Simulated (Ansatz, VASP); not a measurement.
## Two plane-wave programs on NaLaMnMoO6

```xyz
10
Lattice="5.1432 -0.0067 0.0106 -0.2410 5.7269 0.0071 -0.9351 -2.8441 5.1527" Properties=species:S:1:pos:R:3 pbc="T T T"
Na    1.9351    1.9646    0.3945
La   -0.6116    1.8471    3.5398
Mn    1.8866   -0.9144    2.0990
Mo    4.1248    4.6481    1.5850
O     2.6894    1.1517    5.1354
O     2.9794    3.6823    2.8636
O     3.1913    0.5020    1.9309
O     0.4643    3.2699    1.8964
O     0.8047   -0.1405    0.6036
O     0.3732   -0.2260    3.2605
```

Change from the starting cell: volume scaled by 1.02.

Alike in both runs: task single point; functional PBE; k mesh 6 × 6 × 5; occupations fermi-dirac, width 0.05 eV; collinear spin, ferromagnetic start.

|  | VASP | Ansatz |
| --- | --- | --- |
| version | VASP 6.6.1 | Ansatz 0.2.0 |
| potentials or method | VASP PAW PBE potentials, release 64 (Na_pv, La, Mn_pv, Mo_sv, O) | Ansatz PAW |
| plane-wave cutoff (eV) | 520 | 420 |
| valence electrons in the cell | 81 | 85 |

Ansatz gave:

| Quantity | Value |
| --- | --- |
| gap on the k mesh at the Fermi level (eV) | 0.83 |
| least direct gap on the mesh (eV) | 1.06 |
| pressure (GPa) | -2.6 |
| largest component of the traceless stress (GPa) | 0.04 |
| rms of the force components (eV/Å) | 0.129 |
| net moment per atom (μB) | 0.30 |
| size of the moment on the site where the two differ most (μB) | 2.68 |

Problem. Which values does VASP return?

Solution. gap on the k mesh at the Fermi level (eV): 0.81; least direct gap on the mesh (eV): 1.04; pressure (GPa): -2.4; largest component of the traceless stress (GPa): 0.11; rms of the force components (eV/Å): 0.103; net moment per atom (μB): 0.30; size of the moment on the site where the two differ most (μB): 3.07.

Site moments also hang on the region over which each program counts them. Atom by atom the forces differ by 0.040 eV/Å (rms over components). The two sets of potentials don't hold the same shells in valence.

Caveats: spin-orbit coupling is left out, which moves the levels of the heavy elements; a cell with one magnetic atom can't hold antiferromagnetic order, which such compounds often take; an odd mesh through Γ misses points on the zone boundary, where band edges often lie (VASP); odd divisions of the mesh miss points on the zone boundary, where band edges often lie, so the gap on the mesh can be too wide (Ansatz); the pressure holds a Pulay correction of +0.5 GPa for the finite cutoff (Ansatz); the starting moments weren't kept (Ansatz).
